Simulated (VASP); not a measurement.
**Band gap of WS2 (Tungstenite) at several levels of theory**

Aim: the gap of WS2 (Tungstenite) on one structure at many levels of theory. The starting structure is a measured crystal structure from the Crystallography Open Database. Cell and atoms stay as given. Meshes and data sets differ where the inputs say so.

Method: Kohn-Sham DFT with plane waves and PAW; 9 levels of theory, named at each step, in VASP 6.6.1.

## (1) The structure

The structure is hexagonal, space group P6_3/mmc (No. 194). Conventional cell: a = 3.153 Å, b = 3.153 Å, c = 12.323 Å, α = 90.00°, β = 90.00°, γ = 120.00°. W has 6 S at 2.40 Å nearest. Nearest to S lie 3 W at 2.40 Å. Farther neighbours and most contacts between anions are not listed.

Structure file:

```cif
data_structure
_symmetry_space_group_name_H-M 'P6_3/mmc'
_symmetry_Int_Tables_number 194
_cell_length_a 3.1532
_cell_length_b 3.1532
_cell_length_c 12.3230
_cell_angle_alpha 90.000
_cell_angle_beta 90.000
_cell_angle_gamma 120.000
_cell_volume 106.11
loop_
_atom_site_label
_atom_site_type_symbol
_atom_site_symmetry_multiplicity
_atom_site_Wyckoff_symbol
_atom_site_fract_x
_atom_site_fract_y
_atom_site_fract_z
_atom_site_occupancy
W1 W 2 c 0.66667 0.33333 0.75000 1
S1 S 4 f 0.66667 0.33333 0.37750 1
```

## (2) Bands with LDA

LDA, the lowest rung, knows the local density alone.

INCAR reads:

```
SYSTEM = WS2
PREC = Accurate
ENCUT = 350
EDIFF = 1E-06
NELM = 100
ISMEAR = 0
SIGMA = 0.03
LREAL = .FALSE.
ALGO = Normal
GGA = CA
NBANDS = 34
LORBIT = 11
LWAVE = .FALSE.
LCHARG = .FALSE.
KPAR = 4
```

POSCAR reads:

```
WS2
1.0
    3.1532000000      0.0000000000      0.0000000000
   -1.5766000000      2.7307513032      0.0000000000
    0.0000000000      0.0000000000     12.3230000000
W S
2 4
Direct
    0.6666666667      0.3333333333      0.7500000000
    0.3333333333      0.6666666667      0.2500000000
    0.6666666667      0.3333333333      0.3775000000
    0.3333333333      0.6666666667      0.8775000000
    0.6666666667      0.3333333333      0.1225000000
    0.3333333333      0.6666666667      0.6225000000
```

KPOINTS reads:

```
Automatic mesh
0
Gamma
8 8 2
0 0 0
```

KPOINTS_OPT reads:

```
Line mode
8
Line-mode
Reciprocal
  0.00000000   0.00000000   0.00000000 GAMMA
  0.50000000   0.00000000   0.00000000 M

  0.50000000   0.00000000   0.00000000 M
  0.33333333   0.33333333   0.00000000 K

  0.33333333   0.33333333   0.00000000 K
  0.00000000   0.00000000   0.00000000 GAMMA

  0.00000000   0.00000000   0.00000000 GAMMA
  0.00000000   0.00000000   0.50000000 A

  0.00000000   0.00000000   0.50000000 A
  0.50000000   0.00000000   0.50000000 L

  0.50000000   0.00000000   0.50000000 L
  0.33333333   0.33333333   0.50000000 H

  0.33333333   0.33333333   0.50000000 H
  0.00000000   0.00000000   0.50000000 A

  0.50000000   0.00000000   0.50000000 L
  0.50000000   0.00000000   0.00000000 M

  0.33333333   0.33333333   0.00000000 K
  0.33333333   0.33333333   0.50000000 H
```

PAW data sets: W and S (LDA family, release 64).

Run with:

```console
> mpirun -np 4 vasp_std
```

The log of the run:

```text
[banner, memory and clock lines left out]
running    4 mpi-ranks, on    1 nodes
 distrk:  each k-point on    1 cores,    4 groups
 distr:  one band on    1 cores,    1 groups

 POSCAR found type information on POSCAR W S
 POSCAR found :  2 types and       6 ions
 LDA part: xc-table for (Slater(with rela. corr.)+CA(PZ))
 , standard interpolation
 POSCAR, INCAR and KPOINTS ok, starting setup
 FFT: planning ... GRIDC
 FFT: planning ... GRID_SOFT
 FFT: planning ... GRID
 WAVECAR not read
 entering main loop
       N       E                     dE             d eps       ncg     rms          rms(c)
DAV:   1     0.110034847475E+03    0.11003E+03   -0.12287E+04  1360   0.680E+02
DAV:   2    -0.466892863764E+02   -0.15672E+03   -0.14906E+03  1710   0.176E+02
DAV:   3    -0.553439106819E+02   -0.86546E+01   -0.85483E+01  1758   0.409E+01
DAV:   4    -0.554492889385E+02   -0.10538E+00   -0.10529E+00  1726   0.498E+00
DAV:   5    -0.554510995018E+02   -0.18106E-02   -0.18102E-02  1718   0.630E-01    0.403E+01
DAV:   6    -0.531030920534E+02    0.23480E+01   -0.44511E+00  1836   0.109E+01    0.168E+01
DAV:   7    -0.528175609884E+02    0.28553E+00   -0.17203E+00  1620   0.768E+00    0.907E+00
DAV:   8    -0.526509448665E+02    0.16662E+00   -0.30614E-01  1766   0.328E+00    0.125E+00
DAV:   9    -0.526490422234E+02    0.19026E-02   -0.50318E-02  1598   0.108E+00    0.634E-01
DAV:  10    -0.526468764930E+02    0.21657E-02   -0.11400E-02  1720   0.456E-01    0.302E-01
DAV:  11    -0.526466634535E+02    0.21304E-03   -0.97229E-04  1664   0.154E-01    0.190E-01
DAV:  12    -0.526466077145E+02    0.55739E-04   -0.11284E-04  1740   0.556E-02    0.756E-02
DAV:  13    -0.526466060019E+02    0.17126E-05   -0.20755E-05  1566   0.188E-02    0.183E-02
DAV:  14    -0.526466049625E+02    0.10394E-05   -0.20565E-06  1296   0.764E-03    0.113E-02
DAV:  15    -0.526466049045E+02    0.57926E-07   -0.78608E-07   822   0.405E-03
   1 F= -.52646605E+02 E0= -.52646605E+02  d E =-.108437E-22
 Start KPOINTS_OPT (optional k-point list driver)
k-point batch [1-20\72]
       N       E                     dE             ncg
DAV:   1     0.343931455670E+04   -0.14723E+05     1360
DAV:   2     0.350010103181E+03   -0.30893E+04     1698
DAV:   3     0.175634200993E+03   -0.17438E+03     1688
DAV:   4     0.173559559103E+03   -0.20746E+01     1734
DAV:   5     0.173526383535E+03   -0.33176E-01     1724
DAV:   6     0.173525614813E+03   -0.76872E-03     1814
DAV:   7     0.173525595700E+03   -0.19113E-04     1706
DAV:   8     0.173525595217E+03   -0.48326E-06     1246
[...]
k-point batch [61-72\72]
       N       E                     dE             ncg
DAV:   1     0.729606885204E+04   -0.12626E+05      816
DAV:   2     0.549546822922E+04   -0.18006E+04      966
DAV:   3     0.539428208756E+04   -0.10119E+03     1046
DAV:   4     0.539312502146E+04   -0.11571E+01      992
DAV:   5     0.539310723719E+04   -0.17784E-01     1076
DAV:   6     0.539310686713E+04   -0.37006E-03      990
DAV:   7     0.539310685817E+04   -0.89574E-05     1082
DAV:   8     0.539310685796E+04   -0.21736E-06      660
```

Elapsed: 12 s, on 4 MPI ranks of AMD EPYC 9R45, shared host; peak memory 0.67 GiB; 46 s of CPU time.

The logs omit lines about the potential files and the build; timing stands in the text.

From OUTCAR (step 2):

```text
ion  position               nearest neighbor table
   1  0.667  0.333  0.750-   4 2.40   6 2.40   4 2.40   6 2.40   4 2.40   6 2.40
   2  0.333  0.667  0.250-   3 2.40   5 2.40   3 2.40   5 2.40   3 2.40   5 2.40
   3  0.667  0.333  0.377-   2 2.40   2 2.40   2 2.40
   4  0.333  0.667  0.877-   1 2.40   1 2.40   1 2.40
   5  0.667  0.333  0.123-   2 2.40   2 2.40   2 2.40
   6  0.333  0.667  0.623-   1 2.40   1 2.40   1 2.40

  LATTYP: Found a hexagonal cell.
 ALAT       =     3.1532000000
 C/A-ratio  =     3.9080933655

 Subroutine GETGRP returns: Found 24 space group operations
 (whereof 12 operations were pure point group operations)

The static configuration has the point symmetry D_3d.
 The point group associated with its full space group is D_6h.

 Found     20 irreducible k-points:

   k-points           NKPTS =     20   k-points in BZ     NKDIM =     20   number of bands    NBANDS=     34

   dimension x,y,z NGX =    20 NGY =   20 NGZ =   80
   dimension x,y,z NGXF=    40 NGYF=   40 NGZF=  160

   ENCUT  =  350.0 eV  25.72 Ry    5.07 a.u.   4.81  4.81 18.80*2*pi/ulx,y,z

   NELECT =      36.0000    total number of electrons

 k-points in reciprocal lattice and weights: Automatic mesh
   0.00000000  0.00000000  0.00000000       0.008
   0.12500000 -0.00000000  0.00000000       0.047
   0.25000000 -0.00000000  0.00000000       0.047
   0.37500000 -0.00000000  0.00000000       0.047
   0.50000000 -0.00000000  0.00000000       0.023
   0.12500000  0.12500000  0.00000000       0.047
   0.25000000  0.12500000  0.00000000       0.094
   0.37500000  0.12500000  0.00000000       0.094
   0.25000000  0.25000000  0.00000000       0.047
[...]
0.25000000  0.25000000  0.50000000       0.047
   0.37500000  0.25000000  0.50000000       0.047

 average (electrostatic) potential at core
       1 -40.2901       2 -40.2901       3 -86.1791       4 -86.1791       5 -86.1791
       6 -86.1791

 E-fermi :   6.4785

 k-point     1 :       0.0000    0.0000    0.0000
  band No.  band energies     occupation
    ...
     14       4.1143      2.00000
     15       4.1143      2.00000
     16       4.8481      2.00000
     17       5.0054      2.00000
     18       6.2797      2.00000
     19       8.5958      0.00000
     20       8.5958      0.00000
     21       8.6086      0.00000
     22       8.6086      0.00000
     23       8.6622      0.00000
    ...

 k-point     2 :       0.1250   -0.0000    0.0000
  band No.  band energies     occupation
    ...
     14       3.7329      2.00000
     15       4.0898      2.00000
     16       5.0163      2.00000
     17       5.0271      2.00000
     18       5.7844      2.00000
     19       8.1322      0.00000
     20       8.4111      0.00000
     21       8.4195      0.00000
     22       8.5474      0.00000
     23       8.5800      0.00000
    ...

 k-point     3 :       0.2500   -0.0000    0.0000
  band No.  band energies     occupation
    ...
     14       3.6982      2.00000
     15       3.7504      2.00000
     16       4.4689      2.00000
     17       4.6383      2.00000
     18       4.7867      2.00000
     19       7.5787      0.00000
     20       8.1169      0.00000
     21       8.3490      0.00000
     22       8.5617      0.00000
     23       8.6431      0.00000
    ...

  Total       -2.8382088     -2.8382088     -2.8042940      0.0000000      0.0000000      0.0000000
  in kB      -42.8553265    -42.8553265    -42.3432325      0.0000000      0.0000000      0.0000000
  external PRESSURE =     -42.6846285 kB  Pullay stress =       0.0000000 kB

  energy-cutoff  :      350.00
  volume of cell :      106.11
      direct lattice vectors                 reciprocal lattice vectors
     3.153200000  0.000000000  0.000000000     0.317138145  0.183099794  0.000000000
    -1.576600000  2.730751303  0.000000000     0.000000000  0.366199587  0.000000000
     0.000000000  0.000000000 12.323000000     0.000000000  0.000000000  0.081149071

 POSITION                                       TOTAL-FORCE (eV/Angst)
 -----------------------------------------------------------------------------------
      1.57660      0.91025      9.24225        -0.000000      0.000000      0.000000
     -0.00000      1.82050      3.08075        -0.000000     -0.000000      0.000000
      1.57660      0.91025      4.65193         0.000000     -0.000000     -0.367217
     -0.00000      1.82050     10.81343        -0.000000      0.000000     -0.367217
      1.57660      0.91025      1.50957         0.000000     -0.000000      0.367217
     -0.00000      1.82050      7.67107        -0.000000      0.000000      0.367217
 -----------------------------------------------------------------------------------
    total drift:                               -0.000000      0.000000     -0.000000

  FREE ENERGIE OF THE ION-ELECTRON SYSTEM (eV)
  ---------------------------------------------------
  free  energy   TOTEN  =       -52.6466049045 eV

  energy  without entropy=      -52.6466049045  energy(sigma->0) =      -52.64660490

 total charge
# of ion       s       p       d       tot
------------------------------------------
    1        0.567   0.713   4.308   5.588
    2        0.567   0.713   4.308   5.588
    3        1.358   2.347   0.000   3.705
    4        1.358   2.347   0.000   3.705
    5        1.358   2.347   0.000   3.705
    6        1.358   2.347   0.000   3.705
--------------------------------------------------
tot          6.568  10.813   8.616  25.997

[... 3 further parts left out ...]
```

Spin-orbit coupling is off here; with elements this heavy it can split and shift levels by tenths of an eV. At this level the cell is under a tension of 4.3 GPa, so at these settings it is away from equilibrium. The data set W keeps the semicore shell frozen, which is cheaper and a little less accurate.

LDA gives a least gap of 0.938 eV, and a least direct gap of 1.822 eV.

## (3) Bands with PBE

PBE, the usual starting point, adds the gradient of the density.

INCAR: that of step 2 with these lines changed.

```diff
@@ -9,3 +9,3 @@
 ALGO = Normal
-GGA = CA
+GGA = PE
 NBANDS = 34
```

POSCAR is that of step 2.

KPOINTS is that of step 2.

KPOINTS_OPT is that of step 2.

PAW data sets: W and S (PBE family, release 64).

Run with:

```console
> mpirun -np 4 vasp_std
```

The log of the run:

```text
[banner, memory and clock lines left out]
running    4 mpi-ranks, on    1 nodes
[...]
LDA part: xc-table for (Slater+PW92), standard interpolation
 POSCAR, INCAR and KPOINTS ok, starting setup
[...]
entering main loop
       N       E                     dE             d eps       ncg     rms          rms(c)
DAV:   1     0.120647373201E+03    0.12065E+03   -0.12289E+04  1360   0.681E+02
DAV:   2    -0.405870846127E+02   -0.16123E+03   -0.15320E+03  1702   0.185E+02
DAV:   3    -0.500150589390E+02   -0.94280E+01   -0.93049E+01  1816   0.446E+01
DAV:   4    -0.501383004547E+02   -0.12324E+00   -0.12312E+00  1742   0.563E+00
[...]
DAV:  12    -0.473065084196E+02   -0.52852E-04   -0.26465E-04  1546   0.825E-02    0.467E-02
DAV:  13    -0.473065074729E+02    0.94664E-06   -0.24704E-05  1738   0.284E-02    0.244E-02
DAV:  14    -0.473065080263E+02   -0.55340E-06   -0.27957E-06  1532   0.861E-03
   1 F= -.47306508E+02 E0= -.47306508E+02  d E =-.332381E-21
 Start KPOINTS_OPT (optional k-point list driver)
k-point batch [1-20\72]
       N       E                     dE             ncg
DAV:   1     0.360967639870E+04   -0.14553E+05     1360
DAV:   2     0.427145601173E+03   -0.31825E+04     1668
DAV:   3     0.237804668541E+03   -0.18934E+03     1704
DAV:   4     0.235367329558E+03   -0.24373E+01     1744
DAV:   5     0.235326764087E+03   -0.40565E-01     1742
DAV:   6     0.235325797522E+03   -0.96657E-03     1800
DAV:   7     0.235325772328E+03   -0.25193E-04     1742
DAV:   8     0.235325771664E+03   -0.66452E-06     1296
[...]
k-point batch [61-72\72]
       N       E                     dE             ncg
DAV:   1     0.738950353505E+04   -0.12532E+05      816
DAV:   2     0.553816896745E+04   -0.18513E+04      966
DAV:   3     0.543030406942E+04   -0.10786E+03     1054
DAV:   4     0.542899242858E+04   -0.13116E+01     1024
DAV:   5     0.542897262809E+04   -0.19800E-01     1092
DAV:   6     0.542897223806E+04   -0.39003E-03     1016
DAV:   7     0.542897222800E+04   -0.10062E-04     1084
DAV:   8     0.542897222776E+04   -0.23898E-06      696
```

Elapsed: 12 s, on 4 MPI ranks; peak memory 0.75 GiB; 48 s of CPU time.

OUTCAR, selected parts (step 3):

```text
  Total        2.3295619      2.3295619      2.3856893      0.0000000      0.0000000      0.0000000
  in kB       35.1750503     35.1750503     36.0225418      0.0000000      0.0000000      0.0000000
  external PRESSURE =      35.4575474 kB  Pullay stress =       0.0000000 kB

 POSITION                                       TOTAL-FORCE (eV/Angst)
 -----------------------------------------------------------------------------------
      1.57660      0.91025      9.24225         0.000000     -0.000000      0.000000
     -0.00000      1.82050      3.08075         0.000000     -0.000000      0.000000
      1.57660      0.91025      4.65193        -0.000000     -0.000000      0.055901
     -0.00000      1.82050     10.81343         0.000000      0.000000      0.055901
      1.57660      0.91025      1.50957        -0.000000      0.000000     -0.055901
     -0.00000      1.82050      7.67107         0.000000      0.000000     -0.055901
 -----------------------------------------------------------------------------------
    total drift:                               -0.000000      0.000000     -0.000000

  FREE ENERGIE OF THE ION-ELECTRON SYSTEM (eV)
  ---------------------------------------------------
  free  energy   TOTEN  =       -47.3065080263 eV

  energy  without entropy=      -47.3065080263  energy(sigma->0) =      -47.30650803

[... 2 parts as in an earlier step ...]

[... 1 further part left out ...]
[key lines of the parts left out:]
E-fermi :   6.5829
```

PBE gives a least gap of 1.018 eV, and a least direct gap of 1.834 eV. The least gap is +0.080 eV from that of LDA.

## (4) Bands with r2SCAN

r2SCAN adds the kinetic-energy density, costs more than a GGA and is run with LASPH.

INCAR: that of step 3 with these lines changed.

```diff
@@ -9,3 +9,4 @@
 ALGO = Normal
-GGA = PE
+METAGGA = R2SCAN
+LASPH = .TRUE.
 NBANDS = 34
```

POSCAR is that of step 3.

KPOINTS is that of step 3.

KPOINTS_OPT is that of step 3.

Run with:

```console
> mpirun -np 4 vasp_std
```

The log of the run:

```text
[banner, memory and clock lines left out]
running    4 mpi-ranks, on    1 nodes
[...]
|                                                                             |
|               ----> ADVICE to this user running VASP <----                  |
|                                                                             |
|     You enforced a specific xc type in the INCAR file but a different       |
|     [... a line on the potential file left out ...]
|     I HOPE YOU KNOW WHAT YOU ARE DOING!                                     |
|                                                                             |

 LDA part: xc-table for (None), standard interpolation
 POSCAR, INCAR and KPOINTS ok, starting setup
[...]
entering main loop
       N       E                     dE             d eps       ncg     rms          rms(c)
DAV:   1     0.275432188524E+02    0.27543E+02   -0.12665E+04  1360   0.704E+02
DAV:   2    -0.137222686121E+03   -0.16477E+03   -0.15644E+03  1710   0.191E+02
[...]
DAV:  13    -0.140289323816E+03    0.62112E-05   -0.80153E-05  1542   0.487E-02    0.467E-02
DAV:  14    -0.140289323008E+03    0.80751E-06   -0.64751E-06  1732   0.116E-02
   1 F= -.14028932E+03 E0= -.14028932E+03  d E =-.301961E-21
 Start KPOINTS_OPT (optional k-point list driver)
k-point batch [1-20\72]
       N       E                     dE             ncg
DAV:   1     0.343961318488E+04   -0.14723E+05     1360
DAV:   2     0.121466600536E+03   -0.33181E+04     1674
DAV:   3    -0.706807385460E+02   -0.19215E+03     1704
DAV:   4    -0.730610378612E+02   -0.23803E+01     1760
DAV:   5    -0.730992134616E+02   -0.38176E-01     1742
DAV:   6    -0.731000727763E+02   -0.85931E-03     1800
DAV:   7    -0.731000946647E+02   -0.21888E-04     1742
DAV:   8    -0.731000952216E+02   -0.55688E-06     1296
[...]
k-point batch [61-72\72]
       N       E                     dE             ncg
DAV:   1     0.728066297141E+04   -0.12641E+05      816
DAV:   2     0.535358252670E+04   -0.19271E+04      958
DAV:   3     0.524368694895E+04   -0.10990E+03     1054
DAV:   4     0.524239854291E+04   -0.12884E+01     1016
DAV:   5     0.524237911558E+04   -0.19427E-01     1100
DAV:   6     0.524237876206E+04   -0.35352E-03      984
DAV:   7     0.524237875344E+04   -0.86133E-05     1100
DAV:   8     0.524237875325E+04   -0.19442E-06      696
```

Wall time 49 s (4 MPI ranks); peak memory 0.71 GiB; 3.2 min of CPU time.

From OUTCAR (step 4):

```text
  Total        1.3049670      1.3049670      0.2873739      0.0000000     -0.0000000     -0.0000000
  in kB       19.7042541     19.7042541      4.3391813      0.0000000     -0.0000000     -0.0000000
  external PRESSURE =      14.5825632 kB  Pullay stress =       0.0000000 kB

 POSITION                                       TOTAL-FORCE (eV/Angst)
 -----------------------------------------------------------------------------------
      1.57660      0.91025      9.24225         0.000000     -0.000000      0.000000
     -0.00000      1.82050      3.08075        -0.000000      0.000000      0.000000
      1.57660      0.91025      4.65193         0.000000      0.000000     -0.209637
     -0.00000      1.82050     10.81343        -0.000000      0.000000     -0.209637
      1.57660      0.91025      1.50957         0.000000     -0.000000      0.209637
     -0.00000      1.82050      7.67107        -0.000000     -0.000000      0.209637
 -----------------------------------------------------------------------------------
    total drift:                               -0.000000      0.000000     -0.000000

  FREE ENERGIE OF THE ION-ELECTRON SYSTEM (eV)
  ---------------------------------------------------
  free  energy   TOTEN  =      -140.2893230084 eV

  energy  without entropy=     -140.2893230084  energy(sigma->0) =     -140.28932301

[... 2 parts as in an earlier step ...]

[... 1 further part left out ...]
[key lines of the parts left out:]
E-fermi :   6.4434
```

r2SCAN gives a least gap of 1.128 eV, and a least direct gap of 1.968 eV. The least gap is +0.190 eV from that of LDA.

(Continued in part 2 of 3.)

[Lines on the potential files, build, host, timing and source positions are cut from VASP's logs without a mark.]

[Logs are printed without paths, hosts, clocks, repeated set-up lines and the standing remarks that a program may print on its own settings, such as how far it seeks lower states.]

[Hosts, paths, dates, database ids (printed as entryN), source tags and the programs' standing remarks are cut or masked in the printed files.]
